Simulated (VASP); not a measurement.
A cell of CdSe (wurtzite) near equilibrium:

```xyz
4
Lattice="2.1903 -3.7937 0.0000 2.1903 3.7937 0.0000 0.0000 0.0000 7.1453" Properties=species:S:1:pos:R:3 pbc="T T T"
Cd     2.1903    -1.2646     3.5730
Cd     2.1903     1.2646     0.0003
Se     2.1903    -1.2646     6.2590
Se     2.1903     1.2646     2.6863
```

These are PBE GGA, VASP's PBE PAW potentials (set 64) (plane waves; VASP) values and carry that method's errors.

| run | ΔE (meV/atom) | σxx | σyy | σzz | largest shear component, with its sign (GPa) | gap (eV) |
|---|---|---|---|---|---|---|
| as it is | 0.0 | 0.33 | 0.33 | 0.34 | 0.00 | 0.55 |
| after one change | 1.7 | -0.96 | -0.96 | -0.95 | 0.00 | 0.48 |
Stress is in GPa, positive when the cell is compressed; gaps are those on the k-mesh, and 0.00 means metallic.

**Question.** Name the change that produced these shifts.
A. uniaxial strain of +0.5 % along x
B. uniaxial strain of +1.0 % along z
C. biaxial strain of +0.5 % in the xz plane
D. isotropic strain of +1.0 %

**Answer.** D, isotropic strain of +1.0 %

The compound is CdSe in the wurtzite structure.
